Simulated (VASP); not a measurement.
VASP input:

### POSCAR
```
LaIn5Rh
4.5497030
  1.0000000000   0.0000000000   0.0000000000
  0.0000000000   1.0000000000   0.0000000000
  0.0000000000   0.0000000000   1.6220247783
La In Rh
1 5 1
Cartesian
  0.0000000000   0.0000000000   0.0000000000
  0.5000000000   0.5000000000   0.0000000000
  0.5000000000   0.0000000000   1.1228142123
  0.5000000000   0.0000000000   0.4992105660
  0.0000000000   0.5000000000   1.1228142123
  0.0000000000   0.5000000000   0.4992105660
  0.0000000000   0.0000000000   0.8110123892
```

**INCAR**
```
# general
SYSTEM  = LaIn5Rh
PREC    = Accurate
ENCUT   = 300
LREAL   = .FALSE.
LASPH   = .TRUE.

# electronic loop
EDIFF   = 1E-6
NELM    = 100
ALGO    = Normal
LMAXMIX = 6

# smearing
ISMEAR  = -1
SIGMA   = 0.05

# functional
GGA     = PS

# ions
ISIF    = 2

# output
LWAVE   = .FALSE.
LCHARG  = .FALSE.
```

**KPOINTS**
```
Automatic mesh
0
Gamma
  5 5 3
```

POTCAR, in this order: La In_d Rh_pv (PBE.64 set). Program: vasp_std.

Question: Write an equivalent input for Ansatz.

Answer: One equivalent input (not run):
Ansatz 0.2 input:
```yaml
crystal:
  lattice:
    - [4.5497030, 0.0000000, 0.0000000]
    - [0.0000000, 4.5497030, 0.0000000]
    - [0.0000000, 0.0000000, 7.3797310]
  atoms:
    - { symbol: La, position: [0.0000000, 0.0000000, 0.0000000] }
    - { symbol: In, position: [0.5000000, 0.5000000, 0.0000000] }
    - { symbol: In, position: [0.5000000, 0.0000000, 0.6922300] }
    - { symbol: In, position: [0.5000000, 0.0000000, 0.3077700] }
    - { symbol: In, position: [0.0000000, 0.5000000, 0.6922300] }
    - { symbol: In, position: [0.0000000, 0.5000000, 0.3077700] }
    - { symbol: Rh, position: [0.0000000, 0.0000000, 0.5000000] }
kpoints:
  mp_grid: { grid: [5, 5, 3] }
hamiltonian:
  xc: pbesol
  pseudopotentials: { kind: paw }
scf:
  occupations: { method: fermi_dirac, width: 0.05 }
  max_iter: 100
output: { forces: true, stress: true, eigenvalues: true }
```
Limits of the translation: each code has its own PAW files, so the cut-off isn't converted (ENCUT is set for VASP's; basis.ecutwfc is left out, and Ansatz then takes the one that its files recommend); Ansatz stops its SCF on the density residual and VASP on the energy change (EDIFF).

The structure comes from a computed database's LaIn5Rh entry (P4/mmm); how it stands against other phases isn't given here. The cell was not relaxed at this level, and its volume differs by -5.9 % from the start's.
